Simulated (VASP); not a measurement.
Wanted: the native input for a VASP 6.6.1 run.

```yaml
Task: relaxation of cell and atoms
Functional: r2SCAN
Dispersion: rVV10
Potentials_or_basis: VASP PAW PBE potentials, release 64 (Ga_d, P)
Cutoff: 600 eV
k_mesh: 8 × 8 × 8
Occupations: gaussian, width 0.02 eV
Spin: no spin polarisation
Further_INCAR_settings: ALGO = Normal; EDIFF = 1e-07; IBRION = 2; EDIFFG = -0.005; NSW = 90; ISIF = 3
```

The structure of GaP lies in POSCAR:

```
GaP
1.0
    0.0000000000      2.7258124900      2.7258124900
    2.7258124900      0.0000000000      2.7258124900
    2.7258124900      2.7258124900      0.0000000000
Ga P
1 1
Direct
    0.0000000000      0.0000000000      0.0000000000
    0.7500000000      0.7500000000      0.7500000000
```

The cell is a database's computed one.

One way to write it, as run:

INCAR

```
  PREC = Accurate
  ENCUT = 600
  EDIFF = 1E-7
  ISMEAR = 0
  SIGMA = 0.02
  LREAL = F
  LASPH = T
  NELM = 80
  ALGO = Normal
  ISIF = 3
  LWAVE = F
  LCHARG = F
  METAGGA = R2SCAN
  LMIXTAU = T
  LUSE_VDW = T
  IVDW_NL = 2
  BPARAM = 11.95
  CPARAM = 0.0093
  IBRION = 2
  NSW = 90
  EDIFFG = -0.005
```

KPOINTS

```
Automatic mesh
0
Gamma
  8 8 8
```

Potentials or basis: VASP PAW PBE potentials, release 64 (Ga_d, P).

Run with:

```console
$ cat potpaw_PBE.64/Ga_d/POTCAR potpaw_PBE.64/P/POTCAR > POTCAR
$ mpirun -np 1 vasp_std > vasp.out
```

It gave:

* Relaxed volume: 20.07 Å³/atom
* Relaxed cell: a = 3.843 Å, b = 3.843 Å, c = 3.843 Å, α = 60.00°, β = 60.00°, γ = 60.00°
* Space group after relaxing (to 0.05 Å): F-43m (No. 216)
* Energy gained by relaxing: 0.5 meV/atom
* Ionic steps: 4
* Pressure after relaxing: 0.0 GPa
* Band gap on the k mesh: 1.84 eV, indirect (least direct gap 2.40 eV)

Caveat: the PAW data sets were made with another functional, which shifts forces and pressure a little.

It took 8.3 min on 1 thread of Intel(R) Xeon(R) Platinum 8259CL CPU @ 2.50GHz (Skylake/Cascade Lake), with other jobs on the host, peak memory 0.33 GiB.
